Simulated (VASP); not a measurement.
## ZnS (Wurtzite-2H) with PBE: from relaxation to properties

Aim: relax ZnS (Wurtzite-2H), then compute properties on the relaxed cell. The steps: relaxing cell and atoms (PBE), second relaxation, single point with fields (PBE), bands along the symmetry lines (PBE), density of states (PBE), field gradients at the nuclei (PBE), zone-centre phonons (PBE) and band structure (PBE), changed input. The start is a cell from a database of measured crystal structures.

Calculated with VASP 6.6.1; PBE; plane waves and PAW (Zn, S).

The database entry behind the starting cell has ideal inner coordinates that were not refined, so it need not match the best structure at ambient conditions.

## Step 1: The structure

Before any relaxation, the start is as follows. Symmetry: P6_3mc, No. 186, hexagonal system. Conventional cell: a = 3.818 Å, b = 3.818 Å, c = 6.260 Å, α = 90.00°, β = 90.00°, γ = 120.00°. Nearest to Zn lie 4 S at 2.34 to 2.35 Å. Nearest to S lie 4 Zn at 2.34 to 2.35 Å. Farther neighbours and most contacts between anions are not listed.

As a file:

```cif
data_structure
_symmetry_space_group_name_H-M 'P 1'
_symmetry_Int_Tables_number 1
_cell_length_a 3.8180
_cell_length_b 3.8180
_cell_length_c 6.2600
_cell_angle_alpha 90.000
_cell_angle_beta 90.000
_cell_angle_gamma 120.000
_cell_volume 79.03
loop_
_atom_site_label
_atom_site_type_symbol
_atom_site_fract_x
_atom_site_fract_y
_atom_site_fract_z
_atom_site_occupancy
Zn1 Zn 0.33333 0.66667 0.00000 1
Zn2 Zn 0.66667 0.33333 0.50000 1
S3 S 0.33333 0.66667 0.37500 1
S4 S 0.66667 0.33333 0.87500 1
```

## Step 2: Relaxing cell and atoms (PBE)

Properties are meant for the cell that this level of theory prefers, so cell and atoms are relaxed first (ISIF = 3) until forces and stress are small; EDIFFG sets the threshold. PBE, the usual starting point, adds the gradient of the density.

The input, INCAR:

```
SYSTEM = ZnS
PREC = Accurate
ENCUT = 400
EDIFF = 1E-06
NELM = 100
ISMEAR = 0
SIGMA = 0.05
LREAL = .FALSE.
ALGO = Normal
GGA = PE
NBANDS = 24
LORBIT = 11
LWAVE = .FALSE.
LCHARG = .FALSE.
KPAR = 4
IBRION = 2
NSW = 60
ISIF = 3
EDIFFG = -0.01
```

The input, POSCAR:

```
ZnS
1.0
    3.8180000000      0.0000000000      0.0000000000
   -1.9090000000      3.3064849916      0.0000000000
    0.0000000000      0.0000000000      6.2600000000
Zn S
2 2
Direct
    0.3333333333      0.6666666667      0.0000000000
    0.6666666667      0.3333333333      0.5000000000
    0.3333333333      0.6666666667      0.3750000000
    0.6666666667      0.3333333333      0.8750000000
```

The input, KPOINTS:

```
Automatic mesh
0
Gamma
8 8 5
0 0 0
```

Potentials, in the order of the species: Zn and S (PBE family, release 64).

Command:

```
mpirun -np 4 vasp_std
```

Log:

```text
[banner, memory and clock lines left out]
running    4 mpi-ranks, on    1 nodes
 distrk:  each k-point on    1 cores,    4 groups
 distr:  one band on    1 cores,    1 groups

 POSCAR found type information on POSCAR ZnS
 POSCAR found :  2 types and       4 ions
 LDA part: xc-table for (Slater+PW92), standard interpolation
 POSCAR, INCAR and KPOINTS ok, starting setup
 FFT: planning ... GRIDC
 FFT: planning ... GRID_SOFT
 FFT: planning ... GRID
 WAVECAR not read
 entering main loop
       N       E                     dE             d eps       ncg     rms          rms(c)
DAV:   1     0.209051929892E+03    0.20905E+03   -0.14936E+04  1440   0.151E+03
DAV:   2     0.346343824523E+01   -0.20559E+03   -0.19903E+03  1568   0.320E+02
DAV:   3    -0.142014380875E+02   -0.17665E+02   -0.17565E+02  1800   0.997E+01
DAV:   4    -0.145293302546E+02   -0.32789E+00   -0.32771E+00  1744   0.143E+01
DAV:   5    -0.145355932324E+02   -0.62630E-02   -0.62624E-02  1824   0.186E+00    0.973E+00
DAV:   6    -0.136747249098E+02    0.86087E+00   -0.18419E+00  2208   0.398E+01    0.753E+00
DAV:   7    -0.136885830530E+02   -0.13858E-01   -0.15983E+00  1632   0.718E+00    0.340E+00
DAV:   8    -0.136767706685E+02    0.11812E-01   -0.68001E-02  1920   0.315E+00    0.106E+00
DAV:   9    -0.136774557764E+02   -0.68511E-03   -0.14576E-02  1984   0.196E+00    0.258E-01
DAV:  10    -0.136775922585E+02   -0.13648E-03   -0.97399E-04  1752   0.398E-01    0.127E-01
DAV:  11    -0.136778311465E+02   -0.23889E-03   -0.44474E-04  1656   0.132E-01    0.951E-02
DAV:  12    -0.136778252977E+02    0.58488E-05   -0.16535E-05  1768   0.286E-02    0.752E-03
DAV:  13    -0.136778284425E+02   -0.31448E-05   -0.38664E-06  1528   0.119E-02    0.341E-03
DAV:  14    -0.136778286393E+02   -0.19673E-06   -0.33395E-07  1312   0.805E-03
   1 F= -.13677829E+02 E0= -.13677829E+02  d E =-.136778E+02
 curvature:   0.00 expect dE= 0.000E+00 dE for cont linesearch  0.000E+00
 trial: gam= 0.00000 g(F)=  0.905E-04 g(S)=  0.199E-01 ort = 0.000E+00 (trialstep = 0.100E+01)
 search vector abs. value=  0.200E-01
 bond charge predicted
       N       E                     dE             d eps       ncg     rms          rms(c)
DAV:   1    -0.139433659989E+02   -0.26554E+00   -0.36838E+00  1696   0.344E+01    0.379E+00
DAV:   2    -0.137206652034E+02    0.22270E+00   -0.80619E-01  1688   0.187E+01    0.147E+00
DAV:   3    -0.136927348755E+02    0.27930E-01   -0.37072E-02  1552   0.144E+00    0.729E-01
DAV:   4    -0.136857934121E+02    0.69415E-02   -0.40681E-03  1664   0.450E-01    0.359E-01
DAV:   5    -0.136846099897E+02    0.11834E-02   -0.89573E-04  2368   0.736E-01    0.335E-02
DAV:   6    -0.136846411288E+02   -0.31139E-04   -0.65722E-04  1704   0.360E-01    0.367E-02
DAV:   7    -0.136846481785E+02   -0.70497E-05   -0.10332E-04  1776   0.658E-02    0.278E-02
DAV:   8    -0.136846464224E+02    0.17560E-05   -0.90193E-06  1688   0.327E-02    0.781E-03
DAV:   9    -0.136846458130E+02    0.60937E-06   -0.92303E-07  1104   0.645E-03
   2 F= -.13684646E+02 E0= -.13684646E+02  d E =-.681717E-02
 trial-energy change:   -0.006817  1 .order   -0.007014   -0.019976    0.005948
 step:   0.7623(harm=  0.7706)  dis= 0.00080  next Energy=   -13.685355 (dE=-0.753E-02)
 bond charge predicted
       N       E                     dE             d eps       ncg     rms          rms(c)
DAV:   1    -0.137002416765E+02   -0.15595E-01   -0.20548E-01  1696   0.782E+00    0.918E-01
DAV:   2    -0.136873036586E+02    0.12938E-01   -0.51078E-02  1688   0.536E+00    0.348E-01
DAV:   3    -0.136857856183E+02    0.15180E-02   -0.19510E-03  1472   0.299E-01    0.167E-01
DAV:   4    -0.136854146666E+02    0.37095E-03   -0.24717E-04  1936   0.134E-01    0.101E-01
DAV:   5    -0.136853479618E+02    0.66705E-04   -0.65183E-05  2376   0.151E-01    0.126E-02
DAV:   6    -0.136853476758E+02    0.28597E-06   -0.43277E-05  1640   0.761E-02    0.791E-03
DAV:   7    -0.136853465109E+02    0.11649E-05   -0.81543E-06  1728   0.228E-02    0.896E-03
DAV:   8    -0.136853464979E+02    0.13050E-07   -0.12968E-06   784   0.140E-02
   3 F= -.13685346E+02 E0= -.13685346E+02  d E =-.751786E-02
 curvature:  -0.38 expect dE=-0.290E-05 dE for cont linesearch -0.177E-07
 trial: gam=-0.00114 g(F)=  0.685E-05 g(S)=  0.690E-06 ort = 0.303E-04 (trialstep = 0.952E+00)
 search vector abs. value=  0.750E-05
 reached required accuracy - stopping structural energy minimisation
```

The job ended after 24 s (4 MPI ranks of Intel Xeon Platinum 8259CL at 2.50GHz (Skylake/Cascade Lake), shared host; peak memory 0.77 GiB; 94 s of CPU time).

The logs omit lines about the potential files and the build; timing stands in the text.

Parts of OUTCAR (step 2):

```text
ion  position               nearest neighbor table
   1  0.333  0.667  0.000-   4 2.34   4 2.34   4 2.34   3 2.35
   2  0.667  0.333  0.500-   3 2.34   3 2.34   3 2.34   4 2.35
   3  0.333  0.667  0.375-   2 2.34   2 2.34   2 2.34   1 2.35
   4  0.667  0.333  0.875-   1 2.34   1 2.34   1 2.34   2 2.35

  LATTYP: Found a hexagonal cell.
 ALAT       =     3.8180000000
 C/A-ratio  =     1.6396018858

 Subroutine GETGRP returns: Found 12 space group operations
 (whereof  6 operations were pure point group operations)

The static configuration has the point symmetry C_3v.
 The point group associated with its full space group is C_6v.

 Found     30 irreducible k-points:

   k-points           NKPTS =     30   k-points in BZ     NKDIM =     30   number of bands    NBANDS=     24

   dimension x,y,z NGX =    28 NGY =   28 NGZ =   42
   dimension x,y,z NGXF=    56 NGYF=   56 NGZF=   84

   ENCUT  =  400.0 eV  29.40 Ry    5.42 a.u.   6.23  6.23 10.21*2*pi/ulx,y,z

   NELECT =      36.0000    total number of electrons

 k-points in reciprocal lattice and weights: Automatic mesh
   0.00000000  0.00000000  0.00000000       0.003
   0.12500000  0.00000000  0.00000000       0.019
   0.25000000  0.00000000  0.00000000       0.019
   0.37500000  0.00000000  0.00000000       0.019
   0.50000000  0.00000000  0.00000000       0.009
   0.12500000  0.12500000  0.00000000       0.019
   0.25000000  0.12500000  0.00000000       0.038
   0.37500000  0.12500000  0.00000000       0.038
   0.25000000  0.25000000  0.00000000       0.019
[...]
0.25000000  0.25000000  0.40000000       0.038
   0.37500000  0.25000000  0.40000000       0.038

 average (electrostatic) potential at core
       1 -36.4018       2 -36.4018       3 -88.7233       4 -88.7233

 E-fermi :   2.1891

 k-point     1 :       0.0000    0.0000    0.0000
  band No.  band energies     occupation
    ...
     14       1.0671      2.00000
     15       1.0671      2.00000
     16       1.8531      2.00000
     17       1.9242      2.00000
     18       1.9242      2.00000
     19       4.0099      0.00000
     20       4.9714      0.00000
     21       8.2479      0.00000
     22       8.2479      0.00000
     23       8.5167      0.00000
    ...

 k-point     2 :       0.1250    0.0000    0.0000
  band No.  band energies     occupation
    ...
     14       0.3133      2.00000
     15       0.8378      2.00000
     16       1.0625      2.00000
     17       1.7225      2.00000
     18       1.7984      2.00000
     19       4.7899      0.00000
     20       5.6439      0.00000
     21       7.8313      0.00000
     22       8.5311      0.00000
     23       8.7577      0.00000
    ...

 k-point     3 :       0.2500    0.0000    0.0000
  band No.  band energies     occupation
    ...
     14      -0.9507      2.00000
     15      -0.2500      2.00000
     16       0.3590      2.00000
     17       1.3158      2.00000
     18       1.4908      2.00000
     19       5.7232      0.00000
     20       6.0134      0.00000
     21       7.7962      0.00000
     22       8.4666      0.00000
     23       8.9288      0.00000
    ...

  Total       -0.0027732     -0.0027732      0.0064667      0.0000000     -0.0000000      0.0000000
  in kB       -0.0550893     -0.0550893      0.1284610      0.0000000     -0.0000000      0.0000000
  external PRESSURE =       0.0060941 kB  Pullay stress =       0.0000000 kB

  energy-cutoff  :      400.00
  volume of cell :       80.65
      direct lattice vectors                 reciprocal lattice vectors
     3.844453174  0.000000000  0.000000000     0.260115016  0.150177475 -0.000000000
    -1.922226587  3.329394113 -0.000000000     0.000000000  0.300354949  0.000000000
     0.000000000 -0.000000000  6.301220875     0.000000000  0.000000000  0.158699404

 POSITION                                       TOTAL-FORCE (eV/Angst)
 -----------------------------------------------------------------------------------
     -0.00000      2.21960      0.00080         0.000000     -0.000000      0.005958
      1.92223      1.10980      3.15141         0.000000     -0.000000      0.005958
     -0.00000      2.21960      2.36215        -0.000000      0.000000     -0.005958
      1.92223      1.10980      5.51276        -0.000000      0.000000     -0.005958
 -----------------------------------------------------------------------------------
    total drift:                               -0.000000     -0.000000      0.001809

  FREE ENERGIE OF THE ION-ELECTRON SYSTEM (eV)
  ---------------------------------------------------
  free  energy   TOTEN  =       -13.6853464979 eV

  energy  without entropy=      -13.6853464979  energy(sigma->0) =      -13.68534650

 reached required accuracy - stopping structural energy minimisation

 total charge
# of ion       s       p       d       tot
------------------------------------------
    1        0.513   0.457   9.797  10.766
    2        0.513   0.457   9.797  10.766
    3        1.316   2.427   0.000   3.742
    4        1.316   2.427   0.000   3.742
--------------------------------------------------
tot          3.657   5.767  19.594  29.017

[... 3 further parts left out ...]
```

CONTCAR:

```
ZnS
   1.00000000000000
     3.8444531744862411    0.0000000000000000    0.0000000000000000
    -1.9222265872431206    3.3293941127148088   -0.0000000000000000
     0.0000000000000000   -0.0000000000000000    6.3012208745434082
  Zn              S
     2     2
Direct
     0.3333333332999970    0.6666666667000030    0.0001275311909944
     0.6666666667000030    0.3333333332999970    0.5001275311909944
     0.3333333332999970    0.6666666667000030    0.3748724688090057
     0.6666666667000030    0.3333333332999970    0.8748724688090056
```

The gap is read on the k-mesh alone, so it is an upper bound where the band edges lie off the mesh. The run keeps the 12 symmetry operations of its start, so it cannot find a distortion of lower symmetry.

Step by step:

```csv
step,energy less that of the first step (eV),largest force (eV/Å),pressure (GPa),volume (Å³)
1,0.0000,0.0217,1.50,79.03
2,-0.0068,0.0015,-0.44,81.17
3,-0.0075,0.0060,0.00,80.65
```

```csv
"conventional cell, symmetrised",before,after,change
a (Å),3.818,3.844,+0.7 %
b (Å),3.818,3.844,+0.7 %
c (Å),6.260,6.301,+0.7 %
volume (Å³/atom),19.76,20.16,+2.1 %
```

Final coordinates:

```
Zn S
1.0
     3.84445    0.00000    0.00000
    -1.92223    3.32939    0.00000
     0.00000    0.00000    6.30122
Zn S
2 2
Cartesian
  0.0000 2.2196 0.0008
  1.9222 1.1098 3.1514
  0.0000 2.2196 2.3622
  1.9222 1.1098 5.5128
```

This step gave:

* electrons: 36
* bands: 24
* irreducible k-points: 30
* symmetry operations: 12
* free energy (TOTEN): -13.69 eV
* Fermi energy: 2.189 eV
* pressure: 6.09e-4 GPa
* metallic: no
* valence top at k: 0, 0, 0
* conduction bottom at k: 0, 0, 0
* least direct gap at k: 0, 0, 0
* SCF cycles over all ionic steps: 31
* gap on the k-mesh: 2.086 eV
* least direct gap on the k-mesh: 2.086 eV

It ends with a largest force of 0.006 eV/Å and a pressure of 0.00 GPa. The volume lies +2.1 % from that of the database's start.

## Step 3: Second relaxation

The basis stayed that of the start cell while the cell moved. A rerun from the cell reached resets it; the error of the finite cutoff stays. The mesh changes with the cell too.

INCAR is that of step 2.

The input, POSCAR:

```
ZnS
1.0
    3.8444531745      0.0000000000      0.0000000000
   -1.9222265872      3.3293941127      0.0000000000
    0.0000000000      0.0000000000      6.3012208745
Zn S
2 2
Direct
    0.3333333333      0.6666666667      0.0001275312
    0.6666666667      0.3333333333      0.5001275312
    0.3333333333      0.6666666667      0.3748724688
    0.6666666667      0.3333333333      0.8748724688
```

The input, KPOINTS:

```
Automatic mesh
0
Gamma
8 8 4
0 0 0
```

Command:

```
mpirun -np 4 vasp_std
```

Log:

```text
[... set-up lines as in an earlier step ...]
 entering main loop
       N       E                     dE             d eps       ncg     rms          rms(c)
DAV:   1     0.211993133287E+03    0.21199E+03   -0.14949E+04  1440   0.151E+03
DAV:   2     0.373665982646E+01   -0.20826E+03   -0.20200E+03  1544   0.321E+02
DAV:   3    -0.142067320055E+02   -0.17943E+02   -0.17855E+02  1824   0.100E+02
DAV:   4    -0.145388291935E+02   -0.33210E+00   -0.33196E+00  1664   0.142E+01
DAV:   5    -0.145452106640E+02   -0.63815E-02   -0.63809E-02  1880   0.186E+00    0.937E+00
DAV:   6    -0.136850119540E+02    0.86020E+00   -0.18358E+00  2224   0.393E+01    0.730E+00
DAV:   7    -0.136971540421E+02   -0.12142E-01   -0.15158E+00  1600   0.701E+00    0.334E+00
DAV:   8    -0.136869453683E+02    0.10209E-01   -0.66913E-02  1928   0.315E+00    0.101E+00
DAV:   9    -0.136876367074E+02   -0.69134E-03   -0.12826E-02  2000   0.194E+00    0.247E-01
DAV:  10    -0.136877917725E+02   -0.15507E-03   -0.10151E-03  1704   0.374E-01    0.124E-01
DAV:  11    -0.136880366895E+02   -0.24492E-03   -0.45957E-04  1656   0.131E-01    0.980E-02
DAV:  12    -0.136880317834E+02    0.49061E-05   -0.14934E-05  1752   0.247E-02    0.815E-03
DAV:  13    -0.136880348446E+02   -0.30613E-05   -0.39245E-06  1512   0.129E-02    0.382E-03
DAV:  14    -0.136880349886E+02   -0.14401E-06   -0.33212E-07  1296   0.418E-03
   1 F= -.13688035E+02 E0= -.13688035E+02  d E =-.136880E+02
 curvature:   0.00 expect dE= 0.000E+00 dE for cont linesearch  0.000E+00
 trial: gam= 0.00000 g(F)=  0.690E-05 g(S)=  0.224E-05 ort = 0.000E+00 (trialstep = 0.100E+01)
 search vector abs. value=  0.914E-05
 reached required accuracy - stopping structural energy minimisation
```

The job ended after 11 s (4 MPI ranks; peak memory 0.75 GiB; 40 s of CPU time).

OUTCAR, selected parts (step 3):

```text
  LATTYP: Found a hexagonal cell.
 ALAT       =     3.8444531745
 C/A-ratio  =     1.6390421702

 Found     30 irreducible k-points:

   ENCUT  =  400.0 eV  29.40 Ry    5.42 a.u.   6.27  6.27 10.28*2*pi/ulx,y,z

   NELECT =      36.0000    total number of electrons

 E-fermi :   2.1281

 k-point     1 :       0.0000    0.0000    0.0000
  band No.  band energies     occupation
    ...
     14       1.0670      2.00000
     15       1.0670      2.00000
     16       1.8530      2.00000
     17       1.9240      2.00000
     18       1.9240      2.00000
     19       4.0099      0.00000
     20       4.9714      0.00000
     21       8.2478      0.00000
     22       8.2478      0.00000
     23       8.5167      0.00000
    ...

 k-point     2 :       0.1250    0.0000    0.0000
  band No.  band energies     occupation
    ...
     14       0.3132      2.00000
     15       0.8377      2.00000
     16       1.0624      2.00000
     17       1.7224      2.00000
     18       1.7983      2.00000
     19       4.7899      0.00000
     20       5.6439      0.00000
     21       7.8313      0.00000
     22       8.5311      0.00000
     23       8.7577      0.00000
    ...

  Total        0.0049089      0.0049089      0.0117361      0.0000000     -0.0000000      0.0000000
  in kB        0.0975144      0.0975144      0.2331372      0.0000000     -0.0000000      0.0000000
  external PRESSURE =       0.1427220 kB  Pullay stress =       0.0000000 kB

  energy-cutoff  :      400.00
  volume of cell :       80.65
      direct lattice vectors                 reciprocal lattice vectors
     3.844453174  0.000000000  0.000000000     0.260115016  0.150177475  0.000000000
    -1.922226587  3.329394113  0.000000000     0.000000000  0.300354949  0.000000000
     0.000000000  0.000000000  6.301220875     0.000000000  0.000000000  0.158699404

 POSITION                                       TOTAL-FORCE (eV/Angst)
 -----------------------------------------------------------------------------------
     -0.00000      2.21960      0.00080         0.000000     -0.000000      0.005978
      1.92223      1.10980      3.15141        -0.000000      0.000000      0.005978
     -0.00000      2.21960      2.36215        -0.000000      0.000000     -0.005978
      1.92223      1.10980      5.51276         0.000000      0.000000     -0.005978
 -----------------------------------------------------------------------------------
    total drift:                               -0.000000     -0.000000      0.001894

  FREE ENERGIE OF THE ION-ELECTRON SYSTEM (eV)
  ---------------------------------------------------
  free  energy   TOTEN  =       -13.6880349886 eV

  energy  without entropy=      -13.6880349886  energy(sigma->0) =      -13.68803499

 total charge
# of ion       s       p       d       tot
------------------------------------------
    1        0.513   0.457   9.797  10.767
    2        0.513   0.457   9.797  10.767
    3        1.316   2.427   0.000   3.742
    4        1.316   2.427   0.000   3.742
--------------------------------------------------
tot          3.657   5.767  19.594  29.018

[... 5 parts as in an earlier step ...]

[... 7 further parts left out ...]
```

Little changed from the start: no atom moved by 0.005 Å and no cell edge by 0.1 %.

Numbers from this step:

```
Fermi energy                    : 2.128 eV
pressure                        : 0.01427 GPa
SCF cycles over all ionic steps : 14
```

It ends with a largest force of 0.006 eV/Å and a pressure of 0.01 GPa. The volume moved by under 0.01 %: the run met its threshold at the first step.

(Continued in part 2 of 5.)

[Lines on the potential files, build, host, timing and source positions are cut from VASP's logs without a mark.]

[Logs are printed without paths, hosts, clocks, repeated set-up lines and the standing remarks that a program may print on its own settings, such as how far it seeks lower states.]

[Hosts, paths, dates, database ids (printed as entryN), source tags and the programs' standing remarks are cut or masked in the printed files.]

[A measured line is paired with the nearest computed mode of its activity, which favours agreement.]
